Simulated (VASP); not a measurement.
Level of theory: PBE GGA, VASP's PBE PAW potentials (set 64) (plane waves; VASP).

VASP ran on this input.

**INCAR**
```
! general
SYSTEM   =  Mo3Si
PREC     =  Accurate
ENCUT    =  500
LREAL    =  .FALSE.
LASPH    =  .TRUE.

! electronic loop
EDIFF    =  1E-6
NELM     =  100
ALGO     =  Normal
LMAXMIX  =  4

! smearing
ISMEAR   =  1
SIGMA    =  0.1

! functional
GGA      =  PE

! ions
IBRION   =  2
NSW      =  40
ISIF     =  3
EDIFFG   =  -0.02
PSTRESS  =  100

! output
LWAVE    =  .FALSE.
LCHARG   =  .FALSE.
```

**POSCAR**
```
Mo3Si
1
    4.8489620089     0.0000000000    -0.0000000000
    0.0000000000     4.8489620089     0.0000000000
   -0.0000000000    -0.0000000000     4.8489620089
Si Mo
2 6
Direct
  0.5000000000   0.5000000000   0.5000000000
  0.0000000000   0.0000000000   0.0000000000
  0.2500000000   0.0000000000   0.5000000000
  0.5000000000   0.2500000000   0.0000000000
  0.5000000000   0.7500000000   0.0000000000
  0.7500000000   0.0000000000   0.5000000000
  0.0000000000   0.5000000000   0.7500000000
  0.0000000000   0.5000000000   0.2500000000
```

**KPOINTS**
```
Automatic mesh
0
Gamma
6 6 6
0 0 0
```

POTCAR, in this order: Si Mo_sv (PBE.64 set). Program: vasp_std.

Output of the run:

**OUTCAR**
```
 ion  position               nearest neighbor table
   1  0.500  0.500  0.500-   3 2.71   4 2.71   5 2.71   6 2.71   7 2.71   8 2.71   4 2.71   5 2.71
                             3 2.71   6 2.71   7 2.71   8 2.71
   2  0.000  0.000  0.000-   3 2.71   4 2.71   5 2.71   6 2.71   7 2.71   8 2.71   3 2.71   6 2.71
                             7 2.71   8 2.71   4 2.71   5 2.71
   3  0.250  0.000  0.500-   6 2.42   6 2.42   1 2.71   2 2.71   1 2.71   2 2.71   8 2.97   5 2.97
                             4 2.97   5 2.97   4 2.97   7 2.97   8 2.97   7 2.97
   4  0.500  0.250  0.000-   5 2.42   5 2.42   1 2.71   1 2.71   2 2.71   2 2.71   8 2.97   3 2.97
                             3 2.97   6 2.97   6 2.97   7 2.97   7 2.97   8 2.97
   5  0.500  0.750  0.000-   4 2.42   4 2.42   1 2.71   1 2.71   2 2.71   2 2.71   8 2.97   3 2.97
                             3 2.97   6 2.97   6 2.97   7 2.97   7 2.97   8 2.97
   6  0.750  0.000  0.500-   3 2.42   3 2.42   1 2.71   2 2.71   1 2.71   2 2.71   8 2.97   4 2.97
                             4 2.97   5 2.97   5 2.97   7 2.97   8 2.97   7 2.97
   7  0.000  0.500  0.750-   8 2.42   8 2.42   1 2.71   2 2.71   2 2.71   1 2.71   3 2.97   4 2.97
                             5 2.97   3 2.97   6 2.97   6 2.97   4 2.97   5 2.97
   8  0.000  0.500  0.250-   7 2.42   7 2.42   1 2.71   2 2.71   2 2.71   1 2.71   3 2.97   4 2.97
                             5 2.97   3 2.97   6 2.97   6 2.97   4 2.97   5 2.97
  LATTYP: Found a simple cubic cell.
 ALAT       =     4.8489620089
 Subroutine PRICEL returns:
 Original cell was already a primitive cell.
 Subroutine GETGRP returns: Found 48 space group operations
The static configuration has the point symmetry T_h .
 The point group associated with its full space group is O_h .
The dynamic configuration has the point symmetry T_h .
 Subroutine INISYM returns: Found 48 space group operations
 Subroutine IBZKPT returns following result:
 Found     20 irreducible k-points:

 Following reciprocal coordinates:
            Coordinates               Weight
  0.000000  0.000000  0.000000      1.000000
  0.166667  0.000000  0.000000      6.000000
  0.333333  0.000000  0.000000      6.000000
  0.500000  0.000000  0.000000      3.000000
  0.166667  0.166667  0.000000     12.000000
  0.333333  0.166667  0.000000     24.000000
  0.500000  0.166667  0.000000     12.000000
  0.333333  0.333333  0.000000     12.000000
  0.500000  0.333333  0.000000     12.000000
...
```

File OSZICAR:
```
       N       E                     dE             d eps       ncg     rms          rms(c)
DAV:   1     0.109759143376E+04    0.10976E+04   -0.55154E+04  2224   0.167E+03
DAV:   2    -0.319299993719E+02   -0.11295E+04   -0.11016E+04  2355   0.529E+02
DAV:   3    -0.817259149888E+02   -0.49796E+02   -0.48135E+02  2889   0.988E+01
DAV:   4    -0.827963193660E+02   -0.10704E+01   -0.10414E+01  2656   0.119E+01
DAV:   5    -0.828184031250E+02   -0.22084E-01   -0.22003E-01  2663   0.167E+00    0.456E+01
DAV:   6    -0.791689162230E+02    0.36495E+01   -0.13578E+01  2416   0.171E+01    0.133E+01
DAV:   7    -0.788896895528E+02    0.27923E+00   -0.86884E-01  2776   0.423E+00    0.373E+00
DAV:   8    -0.788443932111E+02    0.45296E-01   -0.11477E-01  2442   0.122E+00    0.586E-01
DAV:   9    -0.788435955241E+02    0.79769E-03   -0.61801E-03  2656   0.314E-01    0.296E-01
DAV:  10    -0.788436511496E+02   -0.55625E-04   -0.69559E-04  2657   0.168E-01    0.127E-01
DAV:  11    -0.788436605625E+02   -0.94129E-05   -0.30223E-05  2632   0.277E-02    0.235E-02
DAV:  12    -0.788436561137E+02    0.44488E-05   -0.10975E-05  2518   0.191E-02    0.319E-03
DAV:  13    -0.788436557817E+02    0.33197E-06   -0.26006E-07  1568   0.224E-03
   1 F= -.71727659E+02 E0= -.71727678E+02  d E =-.717277E+02
```

File OUTCAR:
```
------------------------ aborting loop because EDIFF is reached ----------------------------------------
  FORCE on cell =-STRESS in cart. coord.  units (eV):
  Direction    XX          YY          ZZ          XY          YZ          ZX
  --------------------------------------------------------------------------------------
  Total        7.0499073      7.0499073      7.0499073      0.0000000      0.0000000     -0.0000000
  in kB       99.0712501     99.0712501     99.0712501      0.0000000      0.0000000     -0.0000000
  external PRESSURE =      -0.9287499 kB  Pullay stress =     100.0000000 kB
  volume of cell :      114.01
      direct lattice vectors                 reciprocal lattice vectors
     4.848962009  0.000000000  0.000000000     0.206229704  0.000000000  0.000000000
     0.000000000  4.848962009  0.000000000     0.000000000  0.206229704  0.000000000
     0.000000000  0.000000000  4.848962009     0.000000000  0.000000000  0.206229704
 POSITION                                       TOTAL-FORCE (eV/Angst)
 -----------------------------------------------------------------------------------
      2.42448      2.42448      2.42448         0.000000     -0.000000     -0.000000
      0.00000      0.00000      0.00000         0.000000     -0.000000     -0.000000
      1.21224      0.00000      2.42448         0.000000      0.000000      0.000000
      2.42448      1.21224      0.00000         0.000000     -0.000000      0.000000
      2.42448      3.63672      0.00000        -0.000000     -0.000000      0.000000
      3.63672      0.00000      2.42448        -0.000000     -0.000000     -0.000000
      0.00000      2.42448      3.63672        -0.000000     -0.000000     -0.000000
      0.00000      2.42448      1.21224        -0.000000     -0.000000     -0.000000
 -----------------------------------------------------------------------------------
    total drift:                                0.000000      0.000000     -0.000000
  FREE ENERGIE OF THE ION-ELECTRON SYSTEM (eV)
  ---------------------------------------------------
  free  energy   TOTEN  =       -78.8436557817 eV

  energy  without entropy=      -78.8437151005  energy(sigma->0) =      -78.84367555
  enthalpy is  TOTEN    =       -71.7276586880 eV   P V=        7.1159970937

 reached required accuracy - stopping structural energy minimisation
```
(Selected blocks of OUTCAR.)

The compound is Mo3Si in the A15 structure. It was relaxed first under an external pressure of 10 GPa.
